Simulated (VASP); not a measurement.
SiB:

```
Si B
1.0
     6.28900    0.00000    0.00000
     0.00000    2.97200    0.00000
     0.00000    0.00000    4.29000
Si B
4 4
Direct
  0.83157 0.75000 0.99441
  0.16843 0.25000 0.00559
  0.66843 0.25000 0.49441
  0.33157 0.75000 0.50559
  0.92205 0.75000 0.50559
  0.07795 0.25000 0.49441
  0.42205 0.75000 0.99441
  0.57795 0.25000 0.00559
```

The cell was built by a generator and needn't be a form met in nature.

| Quantity | Value |
| --- | --- |
| Program | VASP 6.6.1 |
| Task | relaxation of cell and atoms |
| Functional | PBE |
| Potentials or basis | VASP PAW PBE potentials, release 64 (Si, B) |
| Cutoff | 520 eV |
| k mesh | 6 × 10 × 8 |
| Occupations | gaussian, width 0.1 eV |
| Spin | no spin polarisation |

At the start: pressure 0.7 GPa; volume 10.02 Å³/atom.

Task: Where does the relaxation end?

Result: Over 75 steps the energy falls by 218.4 meV/atom and the volume is 11.05 Å³/atom (+10.2 %); space group Pnma (No. 62, to 0.05 Å).

Step by step:
| step | energy change (eV) | largest force (eV/Å) | pressure (GPa) | volume (Å³) |
| --- | --- | --- | --- | --- |
| 1 | 0.0000 | 0.3355 | 0.68 | 80.18 |
| 3 | -0.1326 | 0.3514 | -2.38 | 81.72 |
| 5 | -0.2120 | 0.2821 | 0.63 | 80.33 |
| 7 | -0.2357 | 0.1465 | 0.44 | 80.70 |
| 9 | -0.2411 | 0.0740 | 0.15 | 81.05 |
| 11 | -0.2444 | 0.0518 | -0.18 | 81.43 |
| 13 | -0.2474 | 0.0407 | 0.32 | 81.50 |
| 15 | -0.2480 | 0.0233 | 0.02 | 81.79 |
| 17 | -0.2482 | 0.0222 | -0.03 | 81.80 |
| 19 | -0.2483 | 0.0833 | -0.39 | 81.88 |
| 21 | -0.2486 | 0.0503 | -0.24 | 81.84 |
| 23 | -0.2490 | 0.0587 | -0.20 | 81.80 |
| 25 | -0.2509 | 0.1001 | -0.03 | 81.65 |
| 27 | -0.2517 | 0.2537 | 0.89 | 81.04 |
| 29 | -0.2539 | 0.1991 | 0.50 | 81.27 |
| 31 | -0.2545 | 0.2085 | 0.56 | 81.23 |
| 33 | -0.2554 | 0.2493 | 0.89 | 81.09 |
| 35 | -0.2612 | 0.2615 | 0.99 | 81.14 |
| 37 | -0.2727 | 0.3192 | 1.86 | 81.38 |
| 39 | -0.2801 | 0.3100 | 1.63 | 81.42 |
| 41 | -0.3460 | 0.4075 | 2.19 | 82.30 |
| 43 | 0.2792 | 3.5321 | 9.10 | 85.76 |
| 45 | -0.4001 | 1.0563 | 3.95 | 83.62 |
| 47 | -0.4249 | 1.3185 | 4.39 | 84.18 |
| 49 | -0.4241 | 1.4107 | 4.54 | 84.34 |
| 51 | -0.5068 | 1.4055 | 4.25 | 84.74 |
| 53 | -0.8399 | 1.4242 | 3.01 | 86.48 |
| 55 | -1.0828 | 1.7826 | 0.37 | 89.65 |
| 57 | -1.5915 | 0.4136 | -1.44 | 90.09 |
| 59 | -1.6206 | 0.4522 | -1.12 | 89.86 |
| 61 | -1.6563 | 0.5671 | 2.51 | 87.40 |
| 63 | -1.7110 | 0.2904 | 0.44 | 88.40 |
| 65 | -1.7353 | 0.1494 | -0.16 | 88.42 |
| 67 | -1.7413 | 0.0692 | 0.10 | 88.28 |
| 69 | -1.7445 | 0.0539 | -0.03 | 88.41 |
| 71 | -1.7462 | 0.0345 | -0.30 | 88.56 |
| 73 | -1.7473 | 0.0193 | 0.09 | 88.33 |
| 75 | -1.7474 | 0.0079 | 0.05 | 88.36 |

Final structure:
```
Si B
1.0
     5.24520    0.00000    0.00000
     0.00000    2.97699    0.00000
     0.00000    0.00000    5.65879
Si B
4 4
Direct
  0.83109 0.75000 0.09371
  0.16891 0.25000 0.90629
  0.66891 0.25000 0.59371
  0.33109 0.75000 0.40629
  0.93037 0.75000 0.44438
  0.06963 0.25000 0.55562
  0.43037 0.75000 0.05562
  0.56963 0.25000 0.94438
```
